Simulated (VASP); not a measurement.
Set up this calculation in VASP 6.6.1, as the native input.

| Quantity | Value |
| --- | --- |
| Task | single point |
| Functional | LDA |
| Potentials or basis | VASP PAW LDA potentials, release 64 (Cu, Mn_pv, Se) |
| Cutoff | 520 eV |
| k mesh | 6 × 6 × 6 |
| Occupations | gaussian, width 0.05 eV |
| Spin | collinear spin, ferromagnetic start |
| Starting moments | [0.6, 4.0, 0.0, 0.0] μB |
| Fixed moment | 4 μB |
| Hubbard terms | Cu d U = 8 eV, Mn d U = 8 eV |
| Further INCAR settings | ALGO = Fast; EDIFF = 1e-06; NBANDS = 30 |

The structure of MnCuSe2 lies in POSCAR:

```
MnCuSe2
1.0
    1.8961930900      1.0947675900      6.8839045000
   -1.8961930900      1.0947675900      6.8839045000
    0.0000000000     -2.1895351800      6.8839045000
Cu Mn Se
1 1 2
Direct
    0.5000000000      0.5000000000      0.5000000000
    0.0000000000      0.0000000000      0.0000000000
    0.2667000000      0.2667000000      0.2667000000
    0.7333000000      0.7333000000      0.7333000000
```

The cell comes from a database or a generator and needn't be the stable form of this composition.

These files were run (other wordings do the same):

INCAR

```
SYSTEM = MnCuSe2
PREC     = Accurate       ! precision mode
ENCUT    = 520            ! plane-wave cutoff, eV
EDIFF    = 1E-6           ! SCF threshold, eV
ISMEAR   = 0              ! smearing method
SIGMA    = 0.05           ! smearing width, eV
LREAL    = .False.        ! projectors in reciprocal space
LASPH    = .True.         ! aspherical terms in the spheres
NELM     = 120            ! most SCF steps
ALGO     = Fast           ! electronic algorithm
ISIF     = 2              ! what is computed and relaxed
LWAVE    = .False.        ! write WAVECAR
LCHARG   = .False.        ! write CHGCAR
ISPIN    = 2              ! spin polarisation
MAGMOM   = 0.6 4 0 0      ! initial moments
LORBIT   = 11             ! projections on sites
NUPDOWN  = 4              ! fixed moment
LMAXMIX  = 4              ! l up to which the mixer works
LDAU     = .True.         ! DFT+U
LDAUTYPE = 2            
LDAUL    = 2 2 -1         ! shell
LDAUU    = 8 8 0          ! U, eV
LDAUJ    = 0 0 0        
LDAUPRINT= 1            
NBANDS   = 30             ! bands
```

KPOINTS

```
regular mesh
0
Gamma
  6 6 6
  0 0 0
```

Potentials or basis: VASP PAW LDA potentials, release 64 (Cu, Mn_pv, Se).

Command:

```sh
$ cat potpaw_LDA.64/Cu/POTCAR potpaw_LDA.64/Mn_pv/POTCAR potpaw_LDA.64/Se/POTCAR > POTCAR
$ mpirun -np 1 vasp_std > vasp.out
```

Results of the run:

```json
{"Pressure": "-4.3 GPa", "Largest force": "1.693 eV/Å", "Net moment": "4.00 μB per cell", "Site moments": "Cu -0.02; Mn +4.50; Se -0.24 μB", "Valence electrons inside the program's atomic spheres": "Cu 9.87; Mn 11.41; Se 3.83"}
```

Caveat: the total moment is fixed, so each spin has its own Fermi level; only a ferromagnetic start was run, and an antiferromagnetic order may lie lower in energy; forces of over 1 eV/Å show positions far from the minimum, so gaps and moduli don't describe the material at rest.

Run time: 10 min on 1 thread of Intel(R) Xeon(R) Platinum 8375C CPU @ 2.90GHz (Ice Lake), on a shared host, peak memory 0.41 GiB.
